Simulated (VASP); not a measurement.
Level of theory: PBEsol GGA, VASP's PBE PAW potentials (set 64) (plane waves; VASP).

A VASP calculation is set up with these files.

File KPOINTS:
```
K-points
0
gamma
9 9 9
```

INCAR:
```
SYSTEM=WTe
PREC=Accurate; ENCUT=400; LREAL=.FALSE.
LASPH=.TRUE.
EDIFF=1E-6; NELM=100; ALGO=Normal
LMAXMIX=6
ISMEAR=1; SIGMA=0.1
GGA=PS
IBRION=2; NSW=60; ISIF=3
EDIFFG=-0.01
LWAVE=.FALSE.; LCHARG=.FALSE.
```

### POSCAR
```
WTe
1.0
  3.9000000000   0.0000000000   0.0000000000
  0.0000000000   3.9000000000   0.0000000000
  0.0000000000   0.0000000000   3.9000000000
W Te
1 1
Cart
  0.0000000000   0.0000000000   0.0000000000
  1.9500000000   1.9500000000   1.9500000000
```

POTCAR, in this order: W_sv Te (PBE.64 set). Program: vasp_std.

Output of the run:

### OSZICAR
```
       N       E                     dE             d eps       ncg     rms          rms(c)
DAV:   1     0.995822753124E+02    0.99582E+02   -0.85834E+03  1028   0.112E+03
DAV:   2    -0.956965333463E+01   -0.10915E+03   -0.10745E+03  1190   0.286E+02
DAV:   3    -0.135606604214E+02   -0.39910E+01   -0.38937E+01  1288   0.490E+01
DAV:   4    -0.136317495692E+02   -0.71089E-01   -0.70993E-01  1090   0.702E+00
DAV:   5    -0.136329535237E+02   -0.12040E-02   -0.12039E-02  1174   0.949E-01    0.884E+00
DAV:   6    -0.128124520101E+02    0.82050E+00   -0.70320E+00  1140   0.159E+01    0.337E+00
DAV:   7    -0.126223504615E+02    0.19010E+00   -0.90532E-01  1118   0.531E+00    0.171E+00
DAV:   8    -0.125982534075E+02    0.24097E-01   -0.12526E-01  1046   0.212E+00    0.131E+00
DAV:   9    -0.125982839170E+02   -0.30509E-04   -0.27423E-03  1148   0.338E-01    0.112E+00
DAV:  10    -0.125981733017E+02    0.11062E-03   -0.31021E-03  1058   0.560E-01    0.118E-01
DAV:  11    -0.125980948509E+02    0.78451E-04   -0.30430E-04  1054   0.154E-01    0.350E-02
DAV:  12    -0.125980942877E+02    0.56328E-06   -0.11451E-05  1094   0.290E-02    0.200E-02
DAV:  13    -0.125980943857E+02   -0.98045E-07   -0.12925E-07   496   0.348E-03
   1 F= -.12598094E+02 E0= -.12598740E+02  d E =-.125981E+02
       N       E                     dE             d eps       ncg     rms          rms(c)
DAV:   1    -0.127299521280E+03   -0.11470E+03   -0.23166E+03   980   0.464E+02    0.191E+02
DAV:   2    -0.319979188310E+02    0.95302E+02   -0.23992E+02  1106   0.246E+02    0.337E+01
DAV:   3    -0.149438358873E+02    0.17054E+02   -0.29712E+01  1100   0.748E+01    0.365E+01
DAV:   4    -0.124957238461E+02    0.24481E+01   -0.45960E+00  1040   0.198E+01    0.158E+01
DAV:   5    -0.120902855364E+02    0.40544E+00   -0.13556E+00  1160   0.136E+01    0.622E+00
DAV:   6    -0.120922236164E+02   -0.19381E-02   -0.66287E-02  1106   0.255E+00    0.944E-01
DAV:   7    -0.120929516799E+02   -0.72806E-03   -0.12043E-03  1142   0.363E-01    0.336E-01
DAV:   8    -0.120930314120E+02   -0.79732E-04   -0.87183E-05  1154   0.109E-01    0.538E-02
DAV:   9    -0.120930233178E+02    0.80942E-05   -0.37302E-05  1046   0.504E-02    0.250E-02
DAV:  10    -0.120930235472E+02   -0.22943E-06   -0.97633E-07   760   0.936E-03
   2 F= -.12093024E+02 E0= -.12092605E+02  d E =0.505071E+00
       N       E                     dE             d eps       ncg     rms          rms(c)
DAV:   1    -0.450992017463E+02   -0.33006E+02   -0.70724E+02  1010   0.392E+02    0.373E+01
DAV:   2    -0.210904621322E+02    0.24009E+02   -0.25903E+02   998   0.115E+02    0.281E+01
DAV:   3    -0.169339203978E+02    0.41565E+01   -0.10520E+01  1022   0.238E+01    0.188E+01
DAV:   4    -0.160118164471E+02    0.92210E+00   -0.34060E+00  1046   0.111E+01    0.767E+00
DAV:   5    -0.159719787770E+02    0.39838E-01   -0.34465E-01  1064   0.546E+00    0.422E+00
DAV:   6    -0.159630315276E+02    0.89472E-02   -0.25993E-02  1076   0.117E+00    0.228E+00
DAV:   7    -0.159626279909E+02    0.40354E-03   -0.11016E-02  1082   0.778E-01    0.712E-01
DAV:   8    -0.159626805376E+02   -0.52547E-04   -0.55251E-04  1100   0.191E-01    0.163E-01
DAV:   9    -0.159626467526E+02    0.33785E-04   -0.71817E-05  1060   0.727E-02    0.387E-02
DAV:  10    -0.159626406234E+02    0.61292E-05   -0.18909E-05  1088   0.256E-02    0.212E-02
DAV:  11    -0.159626407207E+02   -0.97264E-07   -0.51019E-07   514   0.519E-03
   3 F= -.15962641E+02 E0= -.15962924E+02  d E =-.336455E+01
       N       E                     dE             d eps       ncg     rms          rms(c)
DAV:   1    -0.160874349606E+02   -0.12479E+00   -0.22310E+00  1058   0.183E+01    0.336E+00
DAV:   2    -0.160023660960E+02    0.85069E-01   -0.30051E-01  1034   0.536E+00    0.590E-01
DAV:   3    -0.159930456046E+02    0.93205E-02   -0.13640E-02  1100   0.103E+00    0.333E-01
DAV:   4    -0.159909039266E+02    0.21417E-02   -0.61193E-03  1076   0.713E-01    0.290E-01
DAV:   5    -0.159909317526E+02   -0.27826E-04   -0.18611E-04  1118   0.139E-01    0.177E-01
DAV:   6    -0.159909464860E+02   -0.14733E-04   -0.81857E-05  1058   0.855E-02    0.154E-02
DAV:   7    -0.159909463122E+02    0.17380E-06   -0.36226E-06  1100   0.167E-02
   4 F= -.15990946E+02 E0= -.15991203E+02  d E =-.339285E+01
       N       E                     dE             d eps       ncg     rms          rms(c)
DAV:   1    -0.160490169768E+02   -0.58070E-01   -0.12118E+00  1046   0.136E+01    0.252E+00
DAV:   2    -0.160032096556E+02    0.45807E-01   -0.16116E-01  1022   0.394E+00    0.440E-01
DAV:   3    -0.159981860318E+02    0.50236E-02   -0.74758E-03  1124   0.771E-01    0.242E-01
DAV:   4    -0.159970444943E+02    0.11415E-02   -0.32141E-03  1064   0.518E-01    0.212E-01
DAV:   5    -0.159970606794E+02   -0.16185E-04   -0.10526E-04  1130   0.103E-01    0.130E-01
DAV:   6    -0.159970693501E+02   -0.86707E-05   -0.44661E-05  1064   0.627E-02    0.121E-02
DAV:   7    -0.159970692813E+02    0.68825E-07   -0.22085E-06  1032   0.121E-02
   5 F= -.15997069E+02 E0= -.15997286E+02  d E =-.339897E+01
       N       E                     dE             d eps       ncg     rms          rms(c)
DAV:   1    -0.159974703700E+02   -0.40102E-03   -0.98176E-03  1052   0.124E+00    0.224E-01
DAV:   2    -0.159971020317E+02    0.36834E-03   -0.13281E-03  1028   0.354E-01    0.396E-02
DAV:   3    -0.159970612317E+02    0.40800E-04   -0.59592E-05  1106   0.686E-02    0.213E-02
DAV:   4    -0.159970511114E+02    0.10120E-04   -0.25880E-05  1076   0.463E-02    0.186E-02
DAV:   5    -0.159970508257E+02    0.28574E-06   -0.67471E-07   526   0.900E-03
   6 F= -.15997051E+02 E0= -.15997272E+02  d E =0.184556E-04
       N       E                     dE             d eps       ncg     rms          rms(c)
DAV:   1    -0.159972868514E+02   -0.23574E-03   -0.50394E-03  1058   0.886E-01    0.161E-01
DAV:   2    -0.159970987060E+02    0.18815E-03   -0.67702E-04  1028   0.254E-01    0.285E-02
DAV:   3    -0.159970781719E+02    0.20534E-04   -0.31218E-05  1106   0.494E-02    0.154E-02
DAV:   4    -0.159970740149E+02    0.41570E-05   -0.13224E-05  1064   0.331E-02    0.132E-02
DAV:   5    -0.159970743085E+02   -0.29362E-06   -0.36055E-07   496   0.652E-03
   7 F= -.15997074E+02 E0= -.15997292E+02  d E =-.502721E-05
```

OUTCAR:
```
------------------------ aborting loop because EDIFF is reached ----------------------------------------
  FORCE on cell =-STRESS in cart. coord.  units (eV):
  Direction    XX          YY          ZZ          XY          YZ          ZX
  --------------------------------------------------------------------------------------
  Total       -0.0008696     -0.0008696     -0.0008696     -0.0000000     -0.0000000      0.0000000
  in kB       -0.0387186     -0.0387186     -0.0387186     -0.0000000     -0.0000000      0.0000000
  external PRESSURE =      -0.0387186 kB  Pullay stress =       0.0000000 kB
  volume of cell :       35.98
      direct lattice vectors                 reciprocal lattice vectors
     3.301396238  0.000000000  0.000000000     0.302902144 -0.000000000 -0.000000000
     0.000000000  3.301396238 -0.000000000    -0.000000000  0.302902144 -0.000000000
     0.000000000  0.000000000  3.301396238    -0.000000000  0.000000000  0.302902144
 POSITION                                       TOTAL-FORCE (eV/Angst)
 -----------------------------------------------------------------------------------
      0.00000      0.00000      0.00000         0.000000      0.000000      0.000000
      1.65070      1.65070      1.65070        -0.000000     -0.000000      0.000000
 -----------------------------------------------------------------------------------
    total drift:                               -0.000000     -0.000000     -0.000000
  FREE ENERGIE OF THE ION-ELECTRON SYSTEM (eV)
  ---------------------------------------------------
  free  energy   TOTEN  =       -15.9970743085 eV

  energy  without entropy=      -15.9977279427  energy(sigma->0) =      -15.99729219

 reached required accuracy - stopping structural energy minimisation
```
(Selected blocks of OUTCAR.)

CONTCAR:
```
WTe
   1.00000000000000
     3.3013962383647262    0.0000000000000000    0.0000000000000000
     0.0000000000000000    3.3013962383647262   -0.0000000000000000
     0.0000000000000000    0.0000000000000000    3.3013962383647262
  W               Te
     1     1
Direct
     0.0000000000000000    0.0000000000000000    0.0000000000000000
     0.5000000000000000    0.5000000000000000    0.5000000000000000
```

Energy and stress use the plane-wave basis of the starting cell.

The structure was generated: WTe was put into the CsCl type type (Pm-3m), which need not be its known phase. This run relaxes it. Symmetry was kept, so distortions that lower it aren't found.
